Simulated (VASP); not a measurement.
Input:

```yaml
crystal:
  lattice:
    - [2.94651, 0.00000, 0.00000]
    - [0.00000, 2.94651, 0.00000]
    - [0.00000, 0.00000, 2.94651]
  atoms:
    - { symbol: Fe, position: [0.00000, 0.00000, 0.00000], spin: 0.9 }
    - { symbol: As, position: [0.50000, 0.50000, 0.50000] }
```

Calculation: PBE GGA, VASP's PBE PAW potentials (set 64) (plane waves; VASP). Settings: 400 eV cut-off, Gaussian smearing of 0.050 eV, potentials Fe As.

Give the spin-up energies of bands 2 to 9 at the high-symmetry points, in eV from the Fermi level.

```json
[
 {"band": "2", "Γ": "-3.07", "X": "-8.48", "M": "-5.67", "R": "-5.81"},
 {"band": "3", "Γ": "-3.07", "X": "-2.57", "M": "-5.67", "R": "-5.81"},
 {"band": "4", "Γ": "-0.75", "X": "-2.34", "M": "-3.11", "R": "-5.81"},
 {"band": "5", "Γ": "-0.75", "X": "-2.34", "M": "-1.41", "R": "-0.43"},
 {"band": "6", "Γ": "-0.75", "X": "-0.67", "M": "-1.41", "R": "-0.43"},
 {"band": "7", "Γ": "0.97", "X": "-0.31", "M": "-0.47", "R": "2.23"},
 {"band": "8", "Γ": "0.97", "X": "5.22", "M": "0.21", "R": "2.23"},
 {"band": "9", "Γ": "0.97", "X": "5.22", "M": "2.20", "R": "2.23"}
]
```

Give the spin-down energies of bands 2 to 9 at the high-symmetry points, in eV from the Fermi level.

```json
[
 {"band": "2", "Γ": "-2.06", "X": "-8.44", "M": "-5.71", "R": "-5.68"},
 {"band": "3", "Γ": "-2.06", "X": "-1.88", "M": "-5.71", "R": "-5.68"},
 {"band": "4", "Γ": "-0.05", "X": "-1.88", "M": "-2.38", "R": "-5.68"},
 {"band": "5", "Γ": "-0.05", "X": "-1.41", "M": "-0.77", "R": "1.07"},
 {"band": "6", "Γ": "-0.05", "X": "0.04", "M": "-0.77", "R": "1.07"},
 {"band": "7", "Γ": "0.93", "X": "1.10", "M": "0.86", "R": "2.26"},
 {"band": "8", "Γ": "0.93", "X": "5.42", "M": "1.02", "R": "2.26"},
 {"band": "9", "Γ": "0.93", "X": "5.42", "M": "3.00", "R": "2.26"}
]
```

It has no gap at this level: it comes out as a metal or semimetal.

The structure was generated: FeAs was put into the CsCl type type (Pm-3m), which need not be its known phase. It was relaxed first, which changed the volume by -26 %.
